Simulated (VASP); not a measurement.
Consider the following.

```xyz
2
Lattice="2.8148 0.0000 0.0000 0.0000 2.8148 0.0000 0.0000 0.0000 4.0502" Properties=species:S:1:pos:R:3 pbc="T T T"
Ti     0.0000     0.0000     0.0000
Al     1.4074     1.4074     2.0251
```

Method: r2SCAN meta-GGA, VASP's PBE PAW potentials (set 64) (plane waves; VASP 6.6.1). Settings: 480 eV cut-off, 12×12×8 Γ-centred mesh, first-order Methfessel-Paxton smearing of 0.10 eV, potentials Ti_sv Al.

Energy and stress use the plane-wave basis of the starting cell.

Problem. The ions, cell shape and volume at an external pressure of 5.0 GPa are relaxed. Predict the relaxed structure.

Solution. 
```xyz
2
Lattice="2.7802 0.0000 0.0000 0.0000 2.7802 0.0000 0.0000 0.0000 4.0016" Properties=species:S:1:pos:R:3 pbc="T T T"
Ti     0.0000     0.0000     0.0000
Al     1.3901     1.3901     2.0008
```
Space group P4/mmm (123), at a tolerance of 0.03 Å.

Problem. How do energy and volume change from the first to the last step?

Solution. The energy (σ→0) changes by +8.9 meV/atom and the volume by -3.6 %, in 3 ionic steps.

The compound is TiAl in the L1_0 structure. This run relaxes it under an external pressure of 5 GPa. Symmetry was kept, so distortions that lower it aren't found. The electron count is odd and the run is not spin-polarised, which forces a metal.
